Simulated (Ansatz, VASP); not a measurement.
# Cross-check of CaO (Lime) between VASP and Ansatz, part 2 of 2

Wanted: the spread between two codes on one cell, functional and k mesh. The cell is taken from a series of runs on this material, whose earlier steps may have relaxed, scaled, displaced or heated it; both programs get it as it stands.

VASP 6.6.1 and Ansatz 0.2.0.

So far: Starting point; Ansatz: zone-centre phonons, PBE.

### 3. VASP: zone-centre phonons, PBE

Level of this step: PBE; plane waves and PAW (Ca_sv, O) (VASP).

The same cell, functional and mesh now go to VASP, with its own data sets.

Lines of VASP's logs that name or quote its potential files are left out, and so is its time.

File INCAR:

```
SYSTEM = CaO
PREC = Accurate
ENCUT = 600
EDIFF = 1E-08
NELM = 120
ISMEAR = 0
SIGMA = 0.01
LREAL = .FALSE.
ALGO = Normal
GGA = PE
NBANDS = 14
LORBIT = 11
LWAVE = .FALSE.
LCHARG = .FALSE.
ISIF = 2
IBRION = 8
LEPSILON = .TRUE.
LASPH = .TRUE.
GGA_COMPAT = .FALSE.
EFERMI = MIDGAP
```

File POSCAR:

```
CaO
1.0
    0.0000000000      2.4154724062      2.4154724062
    2.4154724062      0.0000000000      2.4154724062
    2.4154724062      2.4154724062      0.0000000000
Ca O
1 1
Direct
    0.0000000000      0.0000000000      0.0000000000
    0.5000000000      0.5000000000      0.5000000000
```

File KPOINTS:

```
Automatic mesh
0
Gamma
8 8 8
0 0 0
```

Potentials, in the order of the species: Ca_sv and O (PBE family, release 64).

Run with:

```bash
mpirun -np 1 vasp_std
```

Numbers of over 12 decimals in the logs are rounded to 6 here.

Output:

```text
[banner, memory and clock lines left out]
running    1 mpi-ranks, on    1 nodes
 distrk:  each k-point on    1 cores,    1 groups
 distr:  one band on    1 cores,    1 groups

 POSCAR found type information on POSCAR CaO
 POSCAR found :  2 types and       2 ions
 LDA part: xc-table for (Slater+PW92), standard interpolation
 POSCAR, INCAR and KPOINTS ok, starting setup
 FFT: planning ... GRIDC
 FFT: planning ... GRID_SOFT
 FFT: planning ... GRID
 WAVECAR not read
 entering main loop
       N       E                     dE             d eps       ncg     rms          rms(c)
DAV:   1     0.137684843537E+03    0.13768E+03   -0.92467E+03   812   0.130E+03
DAV:   2    -0.787235042773E+01   -0.14556E+03   -0.13435E+03  1010   0.316E+02
DAV:   3    -0.142727809445E+02   -0.64004E+01   -0.63539E+01   890   0.694E+01
DAV:   4    -0.145132898850E+02   -0.24051E+00   -0.24028E+00  1198   0.113E+01
DAV:   5    -0.145168730330E+02   -0.35831E-02   -0.35830E-02   920   0.127E+00    0.856E+00
DAV:   6    -0.128719856690E+02    0.16449E+01   -0.58999E+00   862   0.236E+01    0.367E+00
DAV:   7    -0.128098749531E+02    0.62111E-01   -0.54623E-01   968   0.741E+00    0.179E+00
DAV:   8    -0.128074909200E+02    0.23840E-02   -0.74988E-02   950   0.298E+00    0.335E-01
DAV:   9    -0.128068642768E+02    0.62664E-03   -0.76699E-03  1024   0.643E-01    0.121E-01
DAV:  10    -0.128076429795E+02   -0.77870E-03   -0.11333E-03   856   0.360E-01    0.636E-02
DAV:  11    -0.128075880016E+02    0.54978E-04   -0.12033E-04  1102   0.130E-01    0.665E-03
DAV:  12    -0.128075889159E+02   -0.91428E-06   -0.14353E-05   858   0.342E-02    0.574E-03
DAV:  13    -0.128075884499E+02    0.46600E-06   -0.16923E-06  1094   0.124E-02    0.519E-04
DAV:  14    -0.128075885070E+02   -0.57096E-07   -0.78932E-08   906   0.300E-03    0.210E-04
DAV:  15    -0.128075885246E+02   -0.17563E-07   -0.43301E-09   532   0.904E-04    0.167E-04
DAV:  16    -0.128075885145E+02    0.10067E-07   -0.11698E-09   430   0.421E-04    0.552E-05
DAV:  17    -0.128075885156E+02   -0.11078E-08   -0.26236E-10   424   0.138E-04
   1 F= -.12807589E+02 E0= -.12807589E+02  d E =0.000000E+00
 Linear response reoptimize wavefunctions to high precision
DAV:   1    -0.128075885151E+02    0.49158E-09   -0.84662E-11   412   0.640E-05
DAV:   2    -0.128075885151E+02    0.34561E-10   -0.40037E-11   424   0.318E-05
 Linear response G [H, r] |phi>, progress :
  Direction:   1
       N       E                     dE             d eps       ncg     rms
RMM:   1    -0.555945290565E+02   -0.55595E+02    0.57618E+02  1455   0.160E+02
RMM:   2    -0.569862484422E+02   -0.13917E+01   -0.96612E+00  1338   0.282E+01
RMM:   3    -0.577517588473E+02   -0.76551E+00   -0.49613E+00  1661   0.870E+00
RMM:   4    -0.579100688278E+02   -0.15831E+00   -0.11390E+00  1851   0.328E+00
RMM:   5    -0.579544241768E+02   -0.44355E-01   -0.27382E-01  1864   0.137E+00
RMM:   6    -0.579611496458E+02   -0.67255E-02   -0.56334E-02  1897   0.626E-01
RMM:   7    -0.579628823360E+02   -0.17327E-02   -0.12189E-02  1892   0.278E-01
RMM:   8    -0.579632351173E+02   -0.35278E-03   -0.39888E-04  1848   0.123E-01
RMM:   9    -0.579633173254E+02   -0.82208E-04   -0.31458E-03  1838   0.556E-02
RMM:  10    -0.579633306347E+02   -0.13309E-04    0.42132E-04  1840   0.277E-02
RMM:  11    -0.579633348660E+02   -0.42313E-05   -0.56384E-05  1832   0.132E-02
RMM:  12    -0.579633344696E+02    0.39646E-06    0.54056E-04  1726   0.689E-03
RMM:  13    -0.579633350425E+02   -0.57287E-06   -0.13401E-04  1659   0.365E-03
RMM:  14    -0.579633345625E+02    0.47991E-06    0.59310E-05  1533   0.187E-03
[...]
RMM:  21    -0.579633342568E+02    0.10813E-06   -0.49025E-06   820   0.783E-05
RMM:  22    -0.579633343395E+02   -0.82610E-07   -0.32947E-06   780   0.644E-05
RMM:  23    -0.579633343189E+02    0.20570E-07   -0.30855E-06   758   0.554E-05
RMM:  24    -0.579633343338E+02   -0.14933E-07   -0.25922E-06   744   0.504E-05
RMM:  25    -0.579633343115E+02    0.22318E-07   -0.20627E-06   712   0.473E-05
RMM:  26    -0.579633343383E+02   -0.26794E-07   -0.23552E-06   683   0.457E-05
RMM:  27    -0.579633343094E+02    0.28845E-07   -0.15144E-06   646   0.449E-05
RMM:  28    -0.579633343449E+02   -0.35472E-07   -0.20551E-06   625   0.445E-05
 Linear response G [H, r] |phi>, progress :
  Direction:   2
       N       E                     dE             d eps       ncg     rms
RMM:   1    -0.524010251322E+02   -0.52401E+02    0.58133E+02  1424   0.159E+02
[...]
dielectric tensor                  component  3 :     0.164    -0.204     3.280
 Linear response to external field, progress :
  Direction:   1
       N       E                     dE             d eps       ncg     rms          rms(c)
RMM:   1    -0.212232999045E+00   -0.21223E+00   -0.60233E-01  3512   0.419E+00
RMM:   2    -0.223589952930E+00   -0.11357E-01   -0.37490E-02  3031   0.959E-01    0.755E-01
RMM:   3    -0.220271171552E+00    0.33188E-02   -0.15661E-02  2992   0.871E-01    0.403E-01
RMM:   4    -0.230427668855E+00   -0.10156E-01   -0.73010E-03  3183   0.711E-01    0.119E-01
RMM:   5    -0.237045333690E+00   -0.66177E-02   -0.28071E-03  3492   0.318E-01    0.280E-02
RMM:   6    -0.237915504763E+00   -0.87017E-03   -0.67643E-04  3698   0.127E-01    0.152E-02
[...]
RMM:  15    -0.238347826006E+00    0.32319E-06   -0.32210E-07  3348   0.242E-04    0.146E-05
RMM:  16    -0.238347795881E+00    0.30125E-07   -0.18846E-07  2697   0.121E-04    0.698E-06
 change of polarisation eV/A/(eV/A) component  2 :     0.041     0.434    -0.005
 dielectric tensor                  component  2 :     0.260     3.785    -0.033
 Linear response to external field, progress :
  Direction:   3
       N       E                     dE             d eps       ncg     rms          rms(c)
RMM:   1    -0.212262749559E+00   -0.21226E+00   -0.60263E-01  3515   0.420E+00
RMM:   2    -0.223718249992E+00   -0.11456E-01   -0.38895E-02  3041   0.966E-01    0.755E-01
RMM:   3    -0.220248076736E+00    0.34702E-02   -0.15354E-02  2994   0.872E-01    0.403E-01
RMM:   4    -0.230421292832E+00   -0.10173E-01   -0.73027E-03  3191   0.712E-01    0.119E-01
RMM:   5    -0.237044858285E+00   -0.66236E-02   -0.28244E-03  3500   0.319E-01    0.281E-02
RMM:   6    -0.237902751588E+00   -0.85789E-03   -0.67926E-04  3709   0.127E-01    0.155E-02
RMM:   7    -0.238292467979E+00   -0.38972E-03   -0.13760E-04  3664   0.551E-02    0.682E-03
RMM:   8    -0.238334273165E+00   -0.41805E-04   -0.30458E-05  3764   0.258E-02    0.263E-03
RMM:   9    -0.238350088170E+00   -0.15815E-04   -0.34550E-06  3832   0.121E-02    0.110E-03
RMM:  10    -0.238356907744E+00   -0.68196E-05   -0.82479E-06  3765   0.633E-03    0.113E-03
RMM:  11    -0.238345758471E+00    0.11149E-04   -0.61232E-06  3715   0.325E-03    0.408E-04
RMM:  12    -0.238346949557E+00   -0.11911E-05   -0.40001E-06  3744   0.153E-03    0.225E-04
RMM:  13    -0.238347563939E+00   -0.61438E-06   -0.14275E-06  3740   0.764E-04    0.162E-04
RMM:  14    -0.238348275439E+00   -0.71150E-06   -0.92357E-07  3602   0.488E-04    0.155E-04
RMM:  15    -0.238347822613E+00    0.45283E-06   -0.36274E-07  3461   0.249E-04    0.147E-05
RMM:  16    -0.238347792971E+00    0.29641E-07   -0.15285E-07  2744   0.122E-04    0.794E-06
 change of polarisation eV/A/(eV/A) component  3 :     0.004     0.028     0.434
 dielectric tensor                  component  3 :     0.023     0.180     3.785
 Linear response DOF=           2
 Linear response progress:
  Degree of freedom:   1/  2
       N       E                     dE             d eps       ncg     rms          rms(c)
RMM:   1    -0.446006213566E+00   -0.44601E+00    0.59277E-01  1842   0.111E+01
RMM:   2    -0.393678159112E+00    0.52328E-01   -0.59570E-02  2560   0.245E+00    0.189E-01
RMM:   3    -0.394781843938E+00   -0.11037E-02   -0.18665E-02  3343   0.739E-01    0.132E-01
RMM:   4    -0.395514149556E+00   -0.73231E-03   -0.37203E-03  3709   0.307E-01    0.773E-02
RMM:   5    -0.395676308767E+00   -0.16216E-03   -0.52407E-04  3591   0.140E-01    0.204E-02
RMM:   6    -0.395728156222E+00   -0.51847E-04   -0.21986E-04  3697   0.681E-02    0.151E-02
RMM:   7    -0.395734018678E+00   -0.58625E-05   -0.51180E-05  3819   0.316E-02    0.996E-03
RMM:   8    -0.395700342806E+00    0.33676E-04   -0.22520E-05  3711   0.179E-02    0.124E-03
RMM:   9    -0.395701109925E+00   -0.76712E-06    0.87374E-06  3862   0.903E-03    0.153E-03
RMM:  10    -0.395703256003E+00   -0.21461E-05   -0.65240E-05  4015   0.564E-03    0.148E-03
RMM:  11    -0.395698613366E+00    0.46426E-05   -0.37733E-05  3793   0.427E-03    0.924E-05
RMM:  12    -0.395698864993E+00   -0.25163E-06   -0.28554E-05  4115   0.300E-03    0.865E-05
RMM:  13    -0.395699380913E+00   -0.51592E-06   -0.20104E-05  4036   0.234E-03    0.401E-05
RMM:  14    -0.395698515776E+00    0.86514E-06   -0.18666E-05  3773   0.197E-03    0.158E-04
RMM:  15    -0.395699867500E+00   -0.13517E-05   -0.15140E-05  3402   0.172E-03    0.693E-05
RMM:  16    -0.395700934510E+00   -0.10670E-05   -0.12789E-05  3495   0.149E-03    0.209E-05
RMM:  17    -0.395701138384E+00   -0.20387E-06   -0.10336E-05  3946   0.126E-03    0.235E-05
RMM:  18    -0.395701525531E+00   -0.38715E-06   -0.83529E-06  3514   0.112E-03    0.107E-05
RMM:  19    -0.395701793607E+00   -0.26808E-06   -0.63916E-06  3487   0.987E-04    0.823E-06
RMM:  20    -0.395701844203E+00   -0.50596E-07   -0.47378E-06  3982   0.859E-04    0.135E-05
RMM:  21    -0.395701950493E+00   -0.10629E-06   -0.32914E-06  3579   0.766E-04    0.165E-05
RMM:  22    -0.395701896010E+00    0.54483E-07   -0.19855E-06  3571   0.683E-04    0.308E-05
RMM:  23    -0.395701881695E+00    0.14316E-07   -0.89336E-07  3706   0.610E-04    0.407E-05
RMM:  24    -0.395701888955E+00   -0.72601E-08    0.66316E-08  3132   0.548E-04    0.478E-05
 first order change of Fermi-energy  -0.44214E-03
 force on displaced ion       1 direction 1 :  -2.893   0.000   0.000
 Born effective charge ion    1 direction 1 :   2.350   0.000   0.000
 Linear response progress:
  Degree of freedom:   2/  2
       N       E                     dE             d eps       ncg     rms          rms(c)
RMM:   1    -0.368082535780E+00   -0.36808E+00    0.26144E-01  3290   0.341E+00
RMM:   2    -0.361191936665E+00    0.68906E-02   -0.75661E-03  2816   0.637E-01    0.112E-01
RMM:   3    -0.362672245881E+00   -0.14803E-02   -0.17594E-03  2963   0.197E-01    0.623E-02
RMM:   4    -0.364719466764E+00   -0.20472E-02   -0.87965E-04  2965   0.146E-01    0.190E-02
RMM:   5    -0.364827288961E+00   -0.10782E-03   -0.20118E-04  3373   0.514E-02    0.388E-03
RMM:   6    -0.364821775420E+00    0.55135E-05   -0.39940E-05  3507   0.190E-02    0.199E-03
RMM:   7    -0.364805758979E+00    0.16016E-04   -0.52584E-06  3364   0.853E-03    0.721E-04
RMM:   8    -0.364810026480E+00   -0.42675E-05   -0.14054E-06  3581   0.359E-03    0.329E-04
RMM:   9    -0.364810590650E+00   -0.56417E-06    0.25007E-06  3608   0.167E-03    0.832E-05
RMM:  10    -0.364810263476E+00    0.32717E-06   -0.47269E-07  3700   0.719E-04    0.763E-05
RMM:  11    -0.364810312755E+00   -0.49279E-07    0.23031E-07  3599   0.343E-04    0.178E-05
RMM:  12    -0.364810418256E+00   -0.10550E-06   -0.72442E-07  3771   0.177E-04    0.661E-06
RMM:  13    -0.364810329502E+00    0.88755E-07    0.72662E-08  3668   0.855E-05    0.125E-05
RMM:  14    -0.364810421135E+00   -0.91633E-07   -0.18448E-07  3637   0.478E-05    0.232E-06
RMM:  15    -0.364810420787E+00    0.34731E-09    0.12197E-08  3854   0.232E-05    0.151E-06
 first order change of Fermi-energy   0.17146E-03
 force on displaced ion       2 direction 1 :  -2.874   0.000   0.000
 Born effective charge ion    2 direction 1 :  -2.352   0.000   0.000
 Born effective charges drift removed
 Linear response finished
```

OUTCAR, selected parts (step 3):

```text
ion  position               nearest neighbor table
   1  0.000  0.000  0.000-   2 2.42   2 2.42   2 2.42   2 2.42   2 2.42   2 2.42
   2  0.500  0.500  0.500-   1 2.42   1 2.42   1 2.42   1 2.42   1 2.42   1 2.42

  LATTYP: Found a face centered cubic cell.
 ALAT       =     4.8309448124

 Subroutine GETGRP returns: Found 48 space group operations
 (whereof 48 operations were pure point group operations)

The static configuration has the point symmetry O_h .

 Found     29 irreducible k-points:

   k-points           NKPTS =     29   k-points in BZ     NKDIM =     29   number of bands    NBANDS=     14

   dimension x,y,z NGX =    28 NGY =   28 NGZ =   28
   dimension x,y,z NGXF=    56 NGYF=   56 NGZF=   56

   ENCUT  =  600.0 eV  44.10 Ry    6.64 a.u.   6.82  6.82  6.82*2*pi/ulx,y,z

   NELECT =      16.0000    total number of electrons

 k-points in reciprocal lattice and weights: Automatic mesh
   0.00000000  0.00000000  0.00000000       0.002
   0.12500000  0.00000000  0.00000000       0.016
   0.25000000  0.00000000  0.00000000       0.016
   0.37500000  0.00000000  0.00000000       0.016
   0.50000000  0.00000000  0.00000000       0.008
   0.12500000  0.12500000  0.00000000       0.012
   0.25000000  0.12500000  0.00000000       0.047
   0.37500000  0.12500000  0.00000000       0.047
   0.50000000  0.12500000  0.00000000       0.047
[...]
-0.37500000  0.50000000  0.12500000       0.023
  -0.25000000  0.50000000  0.25000000       0.012

 average (electrostatic) potential at core
       1 -44.1484       2 -70.2976

  Total        0.0785874      0.0785874      0.0785874      0.0000000      0.0000000     -0.0000000
  in kB        4.4671184      4.4671184      4.4671184      0.0000000      0.0000000     -0.0000000
  external PRESSURE =       4.4671184 kB  Pullay stress =       0.0000000 kB

  energy-cutoff  :      600.00
  volume of cell :       28.19
      direct lattice vectors                 reciprocal lattice vectors
     0.000000000  2.415472406  2.415472406    -0.206998846  0.206998846  0.206998846
     2.415472406  0.000000000  2.415472406     0.206998846 -0.206998846  0.206998846
     2.415472406  2.415472406  0.000000000     0.206998846  0.206998846 -0.206998846

 POSITION                                       TOTAL-FORCE (eV/Angst)
 -----------------------------------------------------------------------------------
      0.00000      0.00000      0.00000        -0.000000     -0.000000      0.000000
      2.41547      2.41547      2.41547         0.000000      0.000000     -0.000000
 -----------------------------------------------------------------------------------
    total drift:                                0.000000      0.000000      0.000000

 MACROSCOPIC STATIC DIELECTRIC TENSOR (including local field effects in DFT)
 ------------------------------------------------------
           3.784767    -0.000000    -0.000000
           0.000000     3.784767     0.000000
           0.000000     0.000000     3.784767
 ------------------------------------------------------

 PIEZOELECTRIC TENSOR (including local field effects)  for field in x, y, z        (C/m^2)
          XX          YY          ZZ          XY          YZ          ZX
  --------------------------------------------------------------------------------
  x     0.00000     0.00000     0.00000     0.00000     0.00000     0.00000
  y     0.00000     0.00000     0.00000     0.00000     0.00000     0.00000
  z     0.00000     0.00000     0.00000     0.00000     0.00000     0.00000

 BORN EFFECTIVE CHARGES (including local field effects) (in |e|, cummulative output)
 ---------------------------------------------------------------------------------
 ion    1
    1     2.35203     0.00000     0.00000
    2    -0.00000     2.35203     0.00000
    3     0.00000     0.00000     2.35203
 ion    2
    1    -2.35203    -0.00000     0.00000
    2     0.00000    -2.35203     0.00000
    3     0.00000     0.00000    -2.35203

 Eigenvectors and eigenvalues of the dynamical matrix
 ----------------------------------------------------

   1 f  =    7.844759 THz    49.290074 2PiTHz  261.672994 cm-1    32.443302 meV
             X         Y         Z           dx          dy          dz
      0.000000  0.000000  0.000000     0.000000    0.000000   -0.535381
      2.415472  2.415472  2.415472     0.000000    0.000000    0.844611

   2 f  =    7.844759 THz    49.290074 2PiTHz  261.672994 cm-1    32.443302 meV
             X         Y         Z           dx          dy          dz
      0.000000  0.000000  0.000000     0.000000    0.535381    0.000000
      2.415472  2.415472  2.415472     0.000000   -0.844611    0.000000

   3 f  =    7.844759 THz    49.290074 2PiTHz  261.672994 cm-1    32.443302 meV
             X         Y         Z           dx          dy          dz
      0.000000  0.000000  0.000000    -0.535381    0.000000    0.000000
      2.415472  2.415472  2.415472     0.844611    0.000000    0.000000

   4 f/i=    0.011423 THz     0.071771 2PiTHz    0.381018 cm-1     0.047240 meV
             X         Y         Z           dx          dy          dz
      0.000000  0.000000  0.000000    -0.844611    0.000000    0.000000
      2.415472  2.415472  2.415472    -0.535381    0.000000    0.000000

   5 f/i=    0.011423 THz     0.071771 2PiTHz    0.381018 cm-1     0.047240 meV
             X         Y         Z           dx          dy          dz
      0.000000  0.000000  0.000000     0.000000    0.844480   -0.014839
      2.415472  2.415472  2.415472     0.000000    0.535298   -0.009406

   6 f/i=    0.011423 THz     0.071771 2PiTHz    0.381018 cm-1     0.047240 meV
             X         Y         Z           dx          dy          dz
      0.000000  0.000000  0.000000     0.000000   -0.014839   -0.844480
      2.415472  2.415472  2.415472     0.000000   -0.009406   -0.535298

 MACROSCOPIC STATIC DIELECTRIC TENSOR IONIC CONTRIBUTION
 ------------------------------------------------------
          12.317454     0.000000    -0.000000
           0.000000    12.317454    -0.000000
          -0.000000    -0.000000    12.317454
 ------------------------------------------------------

 ELASTIC MODULI CONTR FROM IONIC RELAXATION (kBar)
 Direction    XX          YY          ZZ          XY          YZ          ZX
 --------------------------------------------------------------------------------
 XX           0.0000      0.0000      0.0000      0.0000      0.0000      0.0000
 YY           0.0000      0.0000      0.0000      0.0000      0.0000      0.0000
 ZZ           0.0000      0.0000      0.0000      0.0000      0.0000      0.0000
 XY           0.0000      0.0000      0.0000      0.0000      0.0000      0.0000
 YZ           0.0000      0.0000      0.0000      0.0000      0.0000      0.0000
 ZX           0.0000      0.0000      0.0000      0.0000      0.0000      0.0000
 --------------------------------------------------------------------------------

 PIEZOELECTRIC TENSOR IONIC CONTR  for field in x, y, z        (C/m^2)
          XX          YY          ZZ          XY          YZ          ZX
  --------------------------------------------------------------------------------
  x     0.00000     0.00000     0.00000     0.00000     0.00000     0.00000
  y     0.00000     0.00000     0.00000     0.00000     0.00000     0.00000
  z     0.00000     0.00000     0.00000     0.00000     0.00000     0.00000
```

### 4. Comparison

Known differences besides the potentials themselves: fixed occupations in Ansatz, narrow Gaussian smearing in VASP; VASP's run holds the zone centre alone; the cutoff is 360 eV in Ansatz and 600 eV in VASP; Ansatz's log warns that its cutoff lies below the recommended one. Total energies have different zeros and are not compared.

The two programs side by side:

| quantity | Ansatz | VASP | difference |
| --- | --- | --- | --- |
| ε∞ xx | 3.78 | 3.78 | +0.00 % |
| ε∞ yy | 3.78 | 3.78 | +0.00 % |
| ε∞ zz | 3.78 | 3.78 | +0.00 % |
| Born charge of Ca1 (mean of the diagonal) (e) | 2.35 | 2.35 | 0.00 |
| Born charge of O2 (mean of the diagonal) (e) | -2.35 | -2.35 | 0.00 |
| optical mode 1 to 3 (cm⁻¹) | 254.2 | 261.7 | -2.84 % |

Modes are paired by rising frequency, not by their patterns, so a pair may set unlike modes beside each other; they are those without the splitting of longitudinal modes.

### 5. Outcome

| Item | Value |
| --- | --- |
| r.m.s. difference of the optical zone-centre modes, each program's sorted by frequency (zone-centre phonons, PBE) | 7.4 cm⁻¹ |
| difference in optical mode 1 to 3 (zone-centre phonons, PBE) | -2.8 % |

What this shows: The r.m.s. difference of the optical zone-centre modes, each program's sorted by frequency is 7.4 cm⁻¹ (zone-centre phonons, PBE). Among the rows given in per cent, the largest difference of the zone-centre phonons, PBE pair is in optical mode 1 to 3, -2.8 %. How closely two codes agree says nothing of how well the functional describes the real material.

[Lines on the potential files, build, host, timing and source positions are cut from VASP's logs without a mark.]

[Logs are printed without paths, hosts, clocks, repeated set-up lines and the standing remarks that a program may print on its own settings, such as how far it seeks lower states.]

[Hosts, paths, dates, database ids (printed as entryN), source tags and the programs' standing remarks are cut or masked in the printed files.]
